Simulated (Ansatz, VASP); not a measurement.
## CaB46O70 (glassy 96B2O3-4CaO (mol %)) in two plane-wave programs

Wanted: the spread between two codes on one cell, functional and k mesh. Of the first pair: The structure shown is the start of the Ansatz relaxation below; VASP solves that cell, so the two are compared at the walk's first step.

Method: plane waves, with VASP 6.6.1 beside it; single point at PBE, in Ansatz 0.2.0.

## Step 1: Set-up

The cell holds 117 atoms: 46 B, 1 Ca and 70 O. Its edges and angles: a = 11.112 Å, b = 11.112 Å, c = 11.112 Å, α = 90.0°, β = 90.0°, γ = 90.0°. As first built, before any earlier steps moved the atoms (in the runner's words): 117 atoms (46 B, 1 Ca, 70 O) placed at random at 1.97 g/cm^3, melted at 3000 K for 20 ps at fixed volume with the Buckingham and Coulomb pair potential of Guillot and Sator (Geochim. Cosmochim. Acta 71, 1249 (2007)) with the boron terms of Wang et al. (J. Non-Cryst. Solids 498, 294 (2018)). Quenched from 3000 K to 300 K at 10 K/ps and fixed volume, held 10 ps at zero pressure, then minimised at fixed cell.

## Step 2: Ansatz: relaxation, PBE

Ansatz runs on its default PAW (the set named soft_2) files.

The two programs are compared at the cell with which this relaxation starts, whose forces are those of its first step.

Contents of input.yaml:

```yaml
crystal:
  lattice:
    - [11.11222, 0.0, 0.0]
    - [0.0, 11.11222, 0.0]
    - [0.0, 0.0, 11.11222]
  atoms:
    - { symbol: B, position: [0.89032, 0.89958, 0.7435] }
    - { symbol: B, position: [0.6633, 0.3345, 0.38705] }
    - { symbol: B, position: [0.1092, 0.6864, 0.04709] }
    - { symbol: B, position: [0.42477, 0.77879, 0.33234] }
    - { symbol: B, position: [0.06341, 0.2702, 0.29954] }
    - { symbol: B, position: [0.70842, 0.55198, 0.18293] }
    - { symbol: B, position: [0.46309, 0.22124, 0.9371] }
    - { symbol: B, position: [0.2404, 0.63543, 0.4152] }
    - { symbol: B, position: [0.51843, 0.45418, 0.86425] }
    - { symbol: B, position: [0.43903, 0.74375, 0.00385] }
    - { symbol: B, position: [0.2287, 0.19641, 0.96516] }
    - { symbol: B, position: [0.65237, 0.32355, 0.12343] }
    - { symbol: B, position: [0.12341, 0.96585, 0.34874] }
    - { symbol: B, position: [0.15264, 0.90263, 0.58966] }
    - { symbol: B, position: [0.46429, 0.17269, 0.18089] }
    - { symbol: B, position: [0.50013, 0.00876, 0.84136] }
    - { symbol: B, position: [0.76396, 0.18227, 0.78486] }
    - { symbol: B, position: [0.8645, 0.44377, 0.46927] }
    - { symbol: B, position: [0.76858, 0.94971, 0.16724] }
    - { symbol: B, position: [0.3517, 0.20423, 0.57582] }
    - { symbol: B, position: [0.44487, 0.43225, 0.43416] }
    - { symbol: B, position: [0.17213, 0.65913, 0.64961] }
    - { symbol: B, position: [0.32459, 0.59106, 0.12417] }
    - { symbol: B, position: [0.29482, 0.1356, 0.34357] }
    - { symbol: B, position: [0.08015, 0.88457, 0.90776] }
    - { symbol: B, position: [0.9533, 0.81861, 0.24931] }
    - { symbol: B, position: [0.95105, 0.29241, 0.63592] }
    - { symbol: B, position: [0.67866, 0.6147, 0.95569] }
    - { symbol: B, position: [0.8286, 0.05396, 0.97179] }
    - { symbol: B, position: [0.65762, 0.70276, 0.37491] }
[... 81 atom lines left out ...]
    - { symbol: O, position: [0.40051, 0.7199, 0.88709] }
    - { symbol: O, position: [0.13727, 0.16898, 0.04558] }
    - { symbol: O, position: [0.69435, 0.62679, 0.28195] }
    - { symbol: O, position: [0.49595, 0.33544, 0.89707] }
    - { symbol: O, position: [0.52475, 0.11924, 0.89743] }
    - { symbol: O, position: [0.23647, 0.62256, 0.53944] }
kpoints:
  mp_grid: { grid: [1, 1, 1] }
hamiltonian:
  xc: pbe
scf:
  occupations: { method: fixed }
output:
  forces: true
relax:
  f_tol: 0.05
  max_steps: 150
  cell: {}
```

Started as:

```
ansatz run input.yaml --threads 4 --pin off --max-ram 8192MiB --backend cpu --events-out ev --progress --plain --runs-dir out
```

Numbers of over 12 decimals in the logs are rounded to 6 here.

What it wrote:

```text
Engine: ansatz 0.2.0, x86_64-unknown-linux-gnu
Pseudopotentials: kind: paw
Pseudopotential: B, paw, valence charge 3, recommended cutoff 420 eV (normal), B.paw.azcp
Pseudopotential: Ca, paw, valence charge 10, recommended cutoff 420 eV (normal), Ca.paw.azcp
Pseudopotential: O, paw, valence charge 6, recommended cutoff 420 eV (normal), O.paw.azcp
Functional definition: PBE
  parameter kappa = 0.804
  parameter beta = 0.066725
  exchange = pbe_x(kappa = kappa, mu = beta*pi^2/3)
  correlation = pbe_c(beta = beta)
Crystal: 117 atoms, lattice volume = 1372.153 Å³
Basis set: ecut = 420 eV, 26865 PW (Γ), exchange–correlation on 150×150×150 points (8 copies of the dense FFT grid, shifted against one another)
Bands: 401, of which v1, the nominal top of the filled ones, is band 284 counted from 1 (283 counted from 0)
Symmetry: 1 space group operations
Space group: P1 (ITA 1), of the structure as read, at distance tolerance 1.1e-4 Å
k-points: 1
Non-local potential: B, projectors of the file, l = 0: 2, l = 1: 2, l = 2: 1
Non-local potential: Ca, projectors of the file, l = 0: 3, l = 1: 2, l = 2: 2
Non-local potential: O, projectors of the file, l = 0: 2, l = 1: 2, l = 2: 1
PAW form: soft (Blöchl's): semilocal exchange-correlation on the pseudo side does not see the compensation charge
PAW one-centre angular grid: B, 110 points (default); XC on 64 Gauss nodes
PAW one-centre angular grid: Ca, 110 points (default); XC on 64 Gauss nodes
PAW one-centre angular grid: O, 110 points (default); XC on 64 Gauss nodes
Initial density: superposition of atomic densities (neutral atoms: chi_scale 0, normalization atom), corrected by the library's trained network
Initial wavefunctions: pseudopotential atomic-orbital guess
Functional: x = pbe(κ = 0.804, μ = 0.219515), c = pbe(β = 0.066725)
SCF iter   1: F=—  HF=-48797.710170 eV  |F-HF|=—  |Δ(HF+E_count)|=         —  Δρ=4.23e-3  dr2=2.31e-1  ethr=1.77e-3  ⟨swp⟩=6.0  Hψ=1277  notcnv=0  defer=115
preconditioner: auto → Resta (q_TF=auto, 2.355 Å⁻¹)  ε∞=3.0  [insulator: Δε(μ)=4.250 eV  Ē_g=16.899 eV  n_scr=304 (ndim 8)  ℏωp=23.8 eV  f_vac=0.187  ε∞_Penn≈3.0]
SCF iter   2: F=—  HF=-48797.699275 eV  |F-HF|=—  |Δ(HF+E_count)|=   1.09e-2  Δρ=2.02e-3  dr2=4.00e-2  ethr=4.07e-5  ⟨swp⟩=3.0  Hψ=597  notcnv=0  defer=115
SCF iter   3: F=—  HF=-48797.704567 eV  |F-HF|=—  |Δ(HF+E_count)|=   5.29e-3  Δρ=8.06e-4  dr2=1.05e-2  ethr=7.03e-6  ⟨swp⟩=4.0  Hψ=505  notcnv=0  defer=85
automatic band count: iteration 3 solves 371 bands in place of 401: the levels show a gap, and the empty bands left out lie too high to hold charge; the band table lists the bands solved (type scf.n_extra_bands for more)
SCF iter   4: F=—  HF=-48797.704819 eV  |F-HF|=—  |Δ(HF+E_count)|=   2.52e-4  Δρ=2.72e-4  dr2=1.02e-3  ethr=1.84e-6  ⟨swp⟩=3.0  Hψ=507  notcnv=0  defer=85
SCF iter   5: F=—  HF=-48797.704768 eV  |F-HF|=—  |Δ(HF+E_count)|=   5.12e-5  Δρ=1.26e-4  dr2=2.02e-4  ethr=1.79e-7  ⟨swp⟩=3.0  Hψ=503  notcnv=0  defer=85
SCF iter   6: F=—  HF=-48797.704738 eV  |F-HF|=—  |Δ(HF+E_count)|=   2.94e-5  Δρ=4.98e-5  dr2=3.10e-5  ethr=3.56e-8  ⟨swp⟩=3.0  Hψ=503  notcnv=0  defer=85
SCF iter   7: F=—  HF=-48797.702244 eV  |F-HF|=—  |Δ(HF+E_count)|=   2.49e-3  Δρ=1.69e-5  dr2=3.76e-6  ethr=5.45e-9  ⟨swp⟩=3.0  Hψ=585  notcnv=0  defer=85
SCF iter   8: F=—  HF=-48797.702244 eV  |F-HF|=—  |Δ(HF+E_count)|=   2.05e-8  Δρ=4.84e-6  dr2=4.20e-7  ethr=6.62e-10  ⟨swp⟩=3.0  Hψ=557  notcnv=0  defer=85
SCF iter   9: F=-48797.702243 eV  HF=-48797.702244 eV  |F-HF|=7.87e-8  |Δ(HF+E_count)|=   9.71e-8  Δρ=2.64e-6  dr2=8.96e-8  ethr=1.76e-11  ⟨swp⟩=5.0  Hψ=1122  notcnv=0
SCF 1 converged in 9 iterations: F = -48797.702243 eV  dr2 = 8.96e-8
  greatest PAW one-centre occupation: 0.995 electrons in one spin orbital (limit 2), on the Ca atom at site 46 (counted from 0), in its partial waves of l = 0
relax step   1: F+E_penalty+E_count = -48797.70224344 eV  Δ(F+E_penalty+E_count) = +0.000e0 eV  max|allowed force component| = 2.703e0 eV/Å  Δτ_max = 0.0000 Å  P = -9.046 GPa  Ω = 1372.153 Å³  (9 SCF iters, dr2 threshold 1.00e-7 eV, accepted)
Crystal: 117 atoms, lattice volume = 1345.753 Å³
Basis set: ecut = 420 eV, 26315 PW (Γ), exchange–correlation on 150×150×150 points (8 copies of the dense FFT grid, shifted against one another)
Initial density: handed on by an earlier stage of this run
Initial wavefunctions: those handed on with the density
iter 1 solved again at ethr=2.43e-4 eV; its pass at ethr=3.10e-3 eV (dr2=1.38e0 eV) is discarded
SCF iter   1: F=—  HF=-48803.343329 eV  |F-HF|=—  |Δ(HF+E_count)|=         —  Δρ=1.35e-2  dr2=1.39e0  ethr=2.43e-4  ⟨swp⟩=1.0  Hψ=1482  notcnv=0  defer=85
automatic band count: iteration 1 solves 371 bands in place of 401: the levels show a gap, and the empty bands left out lie too high to hold charge; the band table lists the bands solved (type scf.n_extra_bands for more)
[...]
- { symbol: B, position: [0.214318, 0.212899, 0.932246] }
    - { symbol: B, position: [0.621975, 0.336561, 0.124144] }
    - { symbol: B, position: [0.148416, 0.939538, 0.379914] }
    - { symbol: B, position: [0.164964, 0.887912, 0.610662] }
    - { symbol: B, position: [0.468193, 0.144756, 0.195289] }
    - { symbol: B, position: [0.476189, 0.023669, 0.842445] }
    - { symbol: B, position: [0.746450, 0.192572, 0.829371] }
    - { symbol: B, position: [0.886101, 0.407711, 0.439824] }
    - { symbol: B, position: [0.821998, 0.985653, 0.204303] }
    - { symbol: B, position: [0.378358, 0.183194, 0.591612] }
    - { symbol: B, position: [0.477764, 0.409101, 0.429843] }
    - { symbol: B, position: [0.193847, 0.661858, 0.637521] }
    - { symbol: B, position: [0.294514, 0.607827, 0.122110] }
    - { symbol: B, position: [0.331597, 0.097187, 0.379826] }
    - { symbol: B, position: [0.066080, 0.867119, 0.893728] }
    - { symbol: B, position: [0.954918, 0.826905, 0.294637] }
    - { symbol: B, position: [0.981823, 0.254149, 0.596216] }
    - { symbol: B, position: [0.617492, 0.647532, 0.986012] }
    - { symbol: B, position: [0.847127, 0.096812, 1.004793] }
    - { symbol: B, position: [0.622106, 0.685330, 0.381950] }
    - { symbol: B, position: [0.755514, 0.642494, 0.562736] }
    - { symbol: B, position: [0.638244, 0.851450, 0.865484] }
    - { symbol: B, position: [0.045958, 0.197397, 0.086745] }
    - { symbol: B, position: [0.948090, 0.526157, 0.883974] }
[...]
- { symbol: B, position: [0.605885, 0.235535, 0.662289] }
    - { symbol: B, position: [0.241163, 0.971039, 0.786138] }
    - { symbol: B, position: [0.305116, 0.425628, 0.267517] }
    - { symbol: B, position: [0.788335, 0.369228, 0.959773] }
    - { symbol: B, position: [0.187831, 0.238633, 0.711426] }
    - { symbol: B, position: [0.012517, 0.613118, 0.362334] }
    - { symbol: B, position: [0.604948, 0.464300, 0.599305] }
    - { symbol: B, position: [0.958554, 0.598200, 0.665371] }
    - { symbol: Ca, position: [0.168105, 0.442153, 0.502693] }
    - { symbol: O, position: [0.221430, 0.345748, 0.221328] }
    - { symbol: O, position: [0.657297, 0.648659, 0.101037] }
    - { symbol: O, position: [0.359948, 0.411545, 0.380576] }
    - { symbol: O, position: [0.850734, 0.874449, 0.250268] }
    - { symbol: O, position: [0.175106, 0.629547, 0.093094] }
    - { symbol: O, position: [0.774292, 0.390219, 0.385323] }
    - { symbol: O, position: [0.100011, 0.288442, 0.636403] }
    - { symbol: O, position: [0.178545, 0.929919, 0.883520] }
    - { symbol: O, position: [0.061153, 0.899962, 0.299220] }
    - { symbol: O, position: [0.758378, 0.843526, 0.835576] }
    - { symbol: O, position: [0.723670, 0.326463, 0.057092] }
    - { symbol: O, position: [0.914975, 0.546152, 0.769054] }
    - { symbol: O, position: [0.242198, 0.016513, 0.337684] }
    - { symbol: O, position: [0.268834, 0.595471, 0.720261] }
    - { symbol: O, position: [0.778096, 0.073601, 0.272035] }
    - { symbol: O, position: [0.877906, 0.660765, 0.593368] }
    - { symbol: O, position: [0.837013, 0.027031, 0.472144] }
    - { symbol: O, position: [0.388210, 0.514909, 0.867324] }
    - { symbol: O, position: [0.964551, 0.501219, 0.401262] }
    - { symbol: O, position: [0.501563, 0.181180, 0.614193] }
    - { symbol: O, position: [0.969502, 0.905537, 0.827093] }
    - { symbol: O, position: [0.520556, 0.751275, 0.386227] }
    - { symbol: O, position: [0.936870, 0.141219, 0.625841] }
    - { symbol: O, position: [0.437969, 0.053508, 0.119241] }
[...]
- { symbol: O, position: [0.778181, 0.097042, 0.901870] }
    - { symbol: O, position: [0.561517, 0.334005, 0.392100] }
    - { symbol: O, position: [0.338743, 0.728556, 0.872532] }
    - { symbol: O, position: [0.158046, 0.191129, 0.036564] }
    - { symbol: O, position: [0.632478, 0.597199, 0.301855] }
    - { symbol: O, position: [0.519196, 0.349098, 0.887229] }
    - { symbol: O, position: [0.507973, 0.137564, 0.882711] }
    - { symbol: O, position: [0.264251, 0.663297, 0.525357] }
```

## Step 3: VASP: single point, PBE, start cell, pair 1

The same cell, functional and mesh now go to VASP, with its own data sets.

Lines of VASP's logs that name or quote its potential files are left out, and so is its time.

Contents of INCAR:

```
SYSTEM = CaB46O70
PREC = Accurate
ENCUT = 520
EDIFF = 1E-06
NELM = 120
ISMEAR = 0
SIGMA = 0.01
LREAL = Auto
ALGO = Normal
GGA = PE
NBANDS = 368
LORBIT = 11
LWAVE = .FALSE.
LCHARG = .FALSE.
ISIF = 2
LASPH = .TRUE.
GGA_COMPAT = .FALSE.
EFERMI = MIDGAP
NCORE = 4
```

Contents of POSCAR:

```
CaB46O70
1.0
   11.1122200000      0.0000000000      0.0000000000
    0.0000000000     11.1122200000      0.0000000000
    0.0000000000      0.0000000000     11.1122200000
B Ca O
46 1 70
Direct
    0.8903171463      0.8995772222      0.7434967990
    0.6632968030      0.3344966172      0.3870513723
    0.1092041014      0.6863974975      0.0470923002
    0.4247666083      0.7787912766      0.3323368328
    0.0634076719      0.2701980342      0.2995441055
    0.7084182999      0.5519779126      0.1829337432
    0.4630937832      0.2212429200      0.9371034771
    0.2404020079      0.6354265844      0.4152005630
    0.5184292608      0.4541756733      0.8642467482
    0.4390301848      0.7437487739      0.0038516156
    0.2287031754      0.1964143978      0.9651626768
    0.6523718933      0.3235537093      0.1234316815
    0.1234136833      0.9658466085      0.3487421955
    0.1526427663      0.9026279177      0.5896571522
    0.4642906638      0.1726927653      0.1808909471
    0.5001340866      0.0087561261      0.8413620321
    0.7639607567      0.1822678097      0.7848566713
    0.8644987230      0.4437727115      0.4692671671
    0.7685772960      0.9497112188      0.1672393095
    0.3517029001      0.2042256183      0.5758165335
    0.4448706019      0.4322538611      0.4341616707
    0.1721258218      0.6591302188      0.6496091690
    0.3245886061      0.5910610121      0.1241696079
    0.2948195770      0.1355984673      0.3435677119
    0.0801460014      0.8845667202      0.9077574058
    0.9533018605      0.8186123025      0.2493111188
    0.9510520850      0.2924078177      0.6359215350
    0.6786582699      0.6147016528      0.9556866225
    0.8286013056      0.0539586149      0.9717860158
    0.6576183697      0.7027578648      0.3749115838
[... 81 atom lines left out ...]
    0.4005140287      0.7199011539      0.8870864688
    0.1372723002      0.1689761362      0.0455804511
    0.6943527036      0.6267874466      0.2819508613
    0.4959495042      0.3354415229      0.8970664728
    0.5247466303      0.1192381000      0.8974264368
    0.2364694004      0.6225578687      0.5394421637
```

Contents of KPOINTS:

```
Automatic mesh
0
Gamma
1 1 1
0 0 0
```

The projector-augmented-wave data sets are B, Ca_sv and O (PBE family, release 64).

Started as:

```
mpirun -np 16 vasp_gam
```

What it wrote:

```text
[banner, memory and clock lines left out]
running   16 mpi-ranks, on    1 nodes
[...]
LDA part: xc-table for (Slater+PW92), standard interpolation
 POSCAR, INCAR and KPOINTS ok, starting setup
[...]
entering main loop
       N       E                     dE             d eps       ncg     rms          rms(c)
DAV:   1     0.540290347833E+04    0.54029E+04   -0.34332E+05   752   0.153E+03
DAV:   2    -0.505423904430E+03   -0.59083E+04   -0.56749E+04   896   0.395E+02
DAV:   3    -0.995233037447E+03   -0.48981E+03   -0.48473E+03   856   0.120E+02
DAV:   4    -0.100641984543E+04   -0.11187E+02   -0.11134E+02   872   0.184E+01
[...]
DAV:  17    -0.920539283957E+03    0.39676E-05   -0.15432E-05   776   0.112E-02    0.540E-03
DAV:  18    -0.920539282761E+03    0.11955E-05   -0.47219E-06   816   0.611E-03    0.278E-03
DAV:  19    -0.920539282592E+03    0.16969E-06   -0.13178E-06   536   0.266E-03
   1 F= -.92053928E+03 E0= -.92053928E+03  d E =0.000000E+00
```

OUTCAR, selected parts (step 3):

```text
  FREE ENERGIE OF THE ION-ELECTRON SYSTEM (eV)
  ---------------------------------------------------
  free  energy   TOTEN  =      -920.5392825916 eV

  energy  without entropy=     -920.5392825916  energy(sigma->0) =     -920.53928259
```

The run ends at a pressure of -8.97 GPa, with forces up to 3.0 eV/Å.

## Step 4: Comparison

Known differences besides the potentials themselves: fixed occupations in Ansatz, narrow Gaussian smearing in VASP; the cutoff is 420 eV in Ansatz and 520 eV in VASP (PREC = Accurate, projectors in real space). Total energies have different zeros and are not compared.

Forces on 9 of the 117 atoms, those with the largest forces and the largest differences (eV/Å; atoms numbered as in POSCAR):

```
atom         Ansatz x, y, z           VASP x, y, z
  B5  -0.103, -0.697, 2.553  -0.106, -0.687, 2.482
  B8   -0.107, 1.710, 1.631   -0.059, 1.702, 1.586
 B10  -1.919, -0.669, 0.061  -1.868, -0.609, 0.018
 B14   0.964, -1.923, 0.424   0.930, -1.895, 0.389
 B17   -0.379, 1.060, 1.796   -0.375, 1.012, 1.724
 B19    2.703, 1.326, 0.789    2.635, 1.294, 0.791
 B21   2.335, -0.132, 0.623   2.292, -0.141, 0.599
 O48   2.076, 1.443, -0.905   2.065, 1.433, -0.888
O106   0.491, 0.768, -1.990   0.463, 0.747, -1.898
```

The forces differ by 20 meV/Å r.m.s., which is 2.9 % of the r.m.s. force of 0.696 eV/Å (both taken over all components).

(Part 1 of 2 ends here.)

[Lines on the potential files, build, host, timing and source positions are cut from VASP's logs without a mark.]

[Logs are printed without paths, hosts, clocks, repeated set-up lines and the standing remarks that a program may print on its own settings, such as how far it seeks lower states.]

[Hosts, paths, dates, database ids (printed as entryN), source tags and the programs' standing remarks are cut or masked in the printed files.]
